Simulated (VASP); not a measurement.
CrO₂ (rutile): the lattice constant c from VASP (plane waves, PAW) at several levels of theory. Static lattice.  The measured value holds thermal and zero-point effects that the static calculation lacks.

| level | lattice constant c (Å) | error against measurement |
|---|---|---|
| PBEsol | 2.893 | -0.8 % |
| RPBE | 2.949 | +1.2 % |
| AM05 | 2.887 | -1.0 % |
| PBE-D3(BJ) | 2.918 | +0.1 % |
| PBE-D4 | 2.913 | -0.1 % |

Measured: 2.915 Å (as given by Zenji Hiroi, Progress in Solid State Chemistry (2015), arXiv:1503.02262).

The cell of the PBEsol run:

```
CrO2
1.0
    4.39492     0.00000     0.00000
    0.00000     4.39492     0.00000
    0.00000     0.00000     2.89303
Cr O
2 4
Direct
  0.00000   0.00000   0.00000
  0.50000   0.50000   0.50000
  0.30326   0.30326   0.00000
  0.80326   0.19674   0.50000
  0.19674   0.80326   0.50000
  0.69674   0.69674   0.00000
```
Starting moments (μB, in the order of the record's atoms Cr Cr O O O O): 2.1 2.1 -0.1 -0.1 -0.1 -0.1.

Only levels that ran to the end are used. Left out are those held back, those with too coarse a band path, GW runs whose mesh misses a band edge, hybrids' fits of cells that aren't cubic and levels without matching references; a question may draw on a part of the rest.

The compound is CrO2 in the rutile structure.
